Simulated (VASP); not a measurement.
All values below come from PBEsol GGA, VASP's PBE PAW potentials (set 64) (plane waves; VASP).

A VASP calculation is set up with these files.

KPOINTS:
```
Automatic mesh
0
Gamma
7 7 7
0 0 0
```

### INCAR
```
# general
SYSTEM  = CsCl
PREC    = Accurate
ENCUT   = 500
LREAL   = .False.
LASPH   = .True.

# electronic loop
EDIFF   = 1E-6   # SCF stop (eV)
NELM    = 100   # most electronic steps
ALGO    = Normal
LMAXMIX = 4   # l cut-off of mixed one-centre charges

# smearing
ISMEAR  = 0   # Gaussian
SIGMA   = 0.05   # width (eV)

# functional
GGA     = PS

# ions
IBRION  = 2   # conjugate gradients
NSW     = 40   # most ionic steps
ISIF    = 3   # ions, shape and volume
EDIFFG  = -0.02   # ionic stop
PSTRESS = 100   # kbar

# output
LWAVE   = .False.
LCHARG  = .False.
```

POSCAR:
```
CsCl
1.0
  3.8478403964   0.0000000000   0.0000000000
  0.0000000000   3.8478403964   0.0000000000
  0.0000000000   0.0000000000   3.8478403964
Cs Cl
1 1
Cart
  0.0000000000   0.0000000000   0.0000000000
  1.9239201982   1.9239201982   1.9239201982
```

POTCAR, in this order: Cs_sv Cl (PBE.64 set). Program: vasp_std.

Energy and stress use the plane-wave basis of the starting cell. Unless said otherwise, spin-orbit coupling is left out, though it shifts the bands of the heavy elements here.

What does the run give for the energy per atom (σ→0), volume per atom, band gap (on the k-mesh)?

```json
{
  "energy per atom (σ→0)": "-3.234 eV/atom",
  "band gap (on the k-mesh)": "4.58 eV",
  "volume_per_atom": "25.87 Å^3/atom"
}
```

File OSZICAR:
```
...
DAV:   2    -0.649012513011E+01    0.95866E-01   -0.15202E-01   488   0.259E+00    0.665E-01
DAV:   3    -0.646927652951E+01    0.20849E-01   -0.57830E-02   488   0.156E+00    0.376E-01
DAV:   4    -0.646848755513E+01    0.78897E-03   -0.28700E-03   532   0.398E-01    0.106E-01
DAV:   5    -0.646846412300E+01    0.23432E-04   -0.32404E-04   532   0.132E-01    0.499E-02
DAV:   6    -0.646845857132E+01    0.55517E-05   -0.15147E-05   552   0.287E-02    0.229E-02
DAV:   7    -0.646845676295E+01    0.18084E-05   -0.26394E-06   504   0.120E-02    0.516E-03
DAV:   8    -0.646845685280E+01   -0.89846E-07   -0.20749E-07   252   0.420E-03
   3 F= -.32390716E+01 E0= -.32390716E+01  d E =-.892417E-01
```

The compound is CsCl in the CsCl type structure. This run relaxes it under an external pressure of 10 GPa. Symmetry was kept, so distortions that lower it aren't found.
